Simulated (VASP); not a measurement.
An input for Ansatz (written as the equivalent of a VASP run, and not itself run):

Ansatz 0.2 input:
```yaml
crystal:
  lattice:
    - [0.0000000, 3.1669267, 3.1669267]
    - [3.1669267, 0.0000000, 3.1669267]
    - [3.1669267, 3.1669267, 0.0000000]
  atoms:
    - { symbol: Ba, position: [0.0000000, 0.0000000, 0.0000000] }
    - { symbol: Te, position: [0.5000000, 0.5000000, 0.5000000] }
kpoints:
  mp_grid: { grid: [7, 7, 7] }
hamiltonian:
  xc: pbe
  pseudopotentials: { kind: paw }
scf:
  occupations: { method: gaussian, width: 0.05 }
  max_iter: 100
relax:
  max_steps: 40
  f_tol: 0.02
  cell: { p_target: 20 }
output: { forces: true, stress: true, eigenvalues: true }
```

Question: Translate this input to VASP (INCAR, KPOINTS, POSCAR, choice of POTCAR).

Answer: Several could match; the one computed here: 
KPOINTS:
```
Automatic mesh
0
Gamma
7 7 7
0 0 0
```

**INCAR**
```
SYSTEM = BaTe
PREC = Accurate
ENCUT = 500
EDIFF = 1E-6
NELM = 100
ALGO = Normal
LREAL = .FALSE.
LASPH = .TRUE.
ISMEAR = 0
SIGMA = 0.05
GGA = PE
LMAXMIX = 4
LWAVE = .FALSE.
LCHARG = .FALSE.
IBRION = 2
ISIF = 3
NSW = 40
EDIFFG = -0.02
PSTRESS = 200
```

File POSCAR:
```
BaTe
1
    0.0000000000     3.1669267145     3.1669267145
    3.1669267145    -0.0000000000     3.1669267145
    3.1669267145     3.1669267145    -0.0000000000
Ba Te
1 1
Direct
  0.0000000000   0.0000000000   0.0000000000
  0.5000000000   0.5000000000   0.5000000000
```

POTCAR, in this order: Ba_sv Te (PBE.64 set). Program: vasp_std.

What does not carry over: each code has its own PAW files, so the cut-off isn't converted (ENCUT is set for VASP's; basis.ecutwfc is left out, and Ansatz then takes the one that its files recommend); Ansatz stops its SCF on the density residual and VASP on the energy change (EDIFF).

The compound is BaTe in the rock salt structure. It was relaxed first under an external pressure of 20 GPa.
